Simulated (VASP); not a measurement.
**HfIn4SiO6: relaxation of cell and atoms with r2SCAN**

HfIn4SiO6:

```xyz
12
Lattice="2.7159 -4.7036 0.0083 2.7159 4.7036 0.0083 -1.8792 0.0000 7.4013" Properties=species:S:1:pos:R:3 pbc="T T T"
Hf    2.7159   -2.7125    0.0083
In    1.7763   -1.1453    3.7090
In    2.7159    0.4231    0.0083
In    1.7763    2.0313    3.7090
In    1.7763   -4.3098    3.7090
Si    2.7159    3.5589    0.0083
O    -1.1497    0.2444    6.4159
O     4.7022    0.2444    1.0021
O     1.9910   -1.2091    6.4253
O     1.5616   -1.2091    0.9927
O     1.8741    2.2355    0.9933
O     1.6785    2.2355    6.4246
```

The cell was built by a generator and needn't be a form met in nature.

```yaml
Program: VASP 6.6.1
Task: relaxation of cell and atoms
Functional: r2SCAN
Potentials_or_basis: VASP PAW PBE potentials, release 64 (Hf_pv, In_d, Si, O)
Cutoff: 600 eV
k_mesh: 6 × 6 × 4
Occupations: fermi-dirac, width 0.05 eV
Spin: no spin polarisation
Further_INCAR_settings: ALGO = Normal; EDIFF = 1e-07; IBRION = 2; EDIFFG = -0.02; NSW = 60; ISIF = 3
```

| Quantity | Value |
| --- | --- |
| Relaxed volume | 15.10 Å³/atom |
| Relaxed cell | a = 5.372 Å, b = 5.372 Å, c = 7.476 Å, α = 97.07°, β = 97.07°, γ = 119.96° |
| Space group after relaxing (to 0.05 Å) | C2 (No. 5) |
| Energy gained by relaxing | 9.5 meV/atom |
| Ionic steps | 11 |
| Pressure after relaxing | 0.0 GPa |
| Largest force after relaxing | 0.016 eV/Å |
| Band gap on the k mesh | none (metal or under the smearing width) |

Forces on the atoms (eV/Å):
```
Hf   0.000  0.002  0.000
In   0.000  0.000  0.000
In   0.000 -0.002  0.000
In   0.000  0.006  0.000
In   0.000 -0.007  0.000
Si   0.000  0.000  0.000
O   -0.006  0.005 -0.014
O    0.006  0.005  0.014
O   -0.001 -0.005 -0.013
O    0.001 -0.005  0.013
O   -0.003  0.001  0.013
O    0.003  0.001 -0.013
```

Step by step:
```tsv
step	energy change (eV)	largest force (eV/Å)	pressure (GPa)	volume (Å³)
1	0.0000	0.3857	-4.79	189.24
2	0.0466	0.8282	6.11	176.63
3	-0.1024	0.1388	-0.25	183.34
4	-0.1024	0.1489	-0.15	183.22
5	-0.1091	0.0814	-0.06	182.47
6	-0.1127	0.0846	0.11	181.18
7	-0.1128	0.0685	0.08	181.37
8	-0.1144	0.0268	-0.15	181.39
9	-0.1144	0.0255	-0.16	181.39
10	-0.1144	0.0341	0.19	180.94
11	-0.1145	0.0159	0.02	181.16
```

Final structure:
```
Hf In Si O
1.0
     2.68759   -4.65099    0.00796
     2.68759    4.65099    0.00796
    -1.86010    0.00000    7.24082
Hf In Si O
1 4 1 6
Direct
  0.78827 0.21173 0.00000
  0.62150 0.37850 0.50000
  0.45498 0.54502 0.00000
  0.28473 0.71527 0.50000
  0.95777 0.04223 0.50000
  0.12165 0.87835 0.00000
  0.06209 0.11436 0.86583
  0.88564 0.93791 0.13417
  0.79417 0.53724 0.86574
  0.46276 0.20583 0.13426
  0.15415 0.62887 0.13419
  0.37113 0.84585 0.86581
```

Levels at points of the mesh, in eV from the Fermi level:
```tsv
k point	band 49	band 50	band 51	band 52	band 53	band 54
(0.00, 0.00, 0.00)	-0.63	-0.53	-0.42	-0.40	-0.22	-0.22
(0.50, 0.00, 0.00)	-4.08	-2.67	-1.93	1.21	1.55	1.90
(0.50, 0.50, 0.00)	-4.27	-2.60	-1.76	1.27	1.63	1.67
(0.00, 0.00, 0.50)	-1.12	-0.62	-0.42	-0.34	-0.30	-0.25
(0.50, 0.00, 0.50)	-3.87	-2.57	-1.74	1.00	1.40	1.96
(0.50, 0.50, 0.50)	-3.77	-2.67	-1.91	0.92	1.46	2.02
```

Run time: 97 min on 4 MPI ranks on AMD EPYC 9R14 (Zen 4), with other jobs on the host, peak memory 0.85 GiB a rank.

Caveat: the PAW data sets were made with another functional, which shifts forces and pressure a little. Spin-orbit coupling is left out, which matters for the levels of Hf.
